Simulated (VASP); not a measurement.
All values below come from LDA (Ceperley-Alder, Perdew-Zunger), VASP's LDA PAW potentials (set 64) (plane waves; VASP 6.6.1).

The input files of a VASP run:

POSCAR:
```
PbSe
4.3274940
  0.0000000000   0.7071066996   0.7071066996
  0.7071066996   0.0000000000   0.7071066996
  0.7071066996   0.7071066996   0.0000000000
Pb Se
1 1
direct
  0.0000000000   0.0000000000   0.0000000000
  0.5000000000   0.5000000000   0.5000000000
```

### KPOINTS
```
Regular mesh
0
G
 6 6 6
```

**INCAR**
```
SYSTEM = PbSe
PREC = Accurate
ENCUT = 300
EDIFF = 1E-6
NELM = 100
ALGO = Normal
LREAL = .FALSE.
LASPH = .TRUE.
ISMEAR = -1
SIGMA = 0.01
LMAXMIX = 4
LWAVE = .FALSE.
LCHARG = .FALSE.
ISIF = 2
```

POTCAR, in this order: Pb_d Se (LDA.64 set). Program: vasp_std.

At this cut-off the stress carries a Pulay error, which pulls relaxed volumes low. Unless said otherwise, spin-orbit coupling is left out, though it shifts the bands of the heavy elements here.

Estimate the energy per atom (σ→0), pressure, band gap (on the k-mesh).

| Quantity | Value |
|---|---|
| energy per atom (σ→0) | -4.723 eV/atom |
| band gap (on the k-mesh) | 0.16 eV |
| pressure | -2.36 GPa |

### OSZICAR
```
...
DAV:   6    -0.945841006251E+01    0.27359E+00   -0.74730E-01   670   0.660E+00    0.161E+00
DAV:   7    -0.944854497648E+01    0.98651E-02   -0.94775E-02   480   0.167E+00    0.852E-01
DAV:   8    -0.944691000109E+01    0.16350E-02   -0.93606E-03   520   0.118E+00    0.121E-01
DAV:   9    -0.944662363373E+01    0.28637E-03   -0.19704E-03   622   0.449E-01    0.437E-02
DAV:  10    -0.944663050665E+01   -0.68729E-05   -0.11217E-04   508   0.733E-02    0.137E-02
DAV:  11    -0.944662901151E+01    0.14951E-05   -0.15275E-05   546   0.441E-02    0.459E-03
DAV:  12    -0.944662891440E+01    0.97106E-07   -0.10115E-06   272   0.151E-02
   1 F= -.94466289E+01 E0= -.94466279E+01  d E =-.210564E-05
```

The structure is a typed PbSe crystal (Fm-3m). The cell was not relaxed at this level. The run is one of a series of settings (GGA removed, POTCAR Pb_d Se (LDA.64 set) against the base run), some of them coarse on purpose.
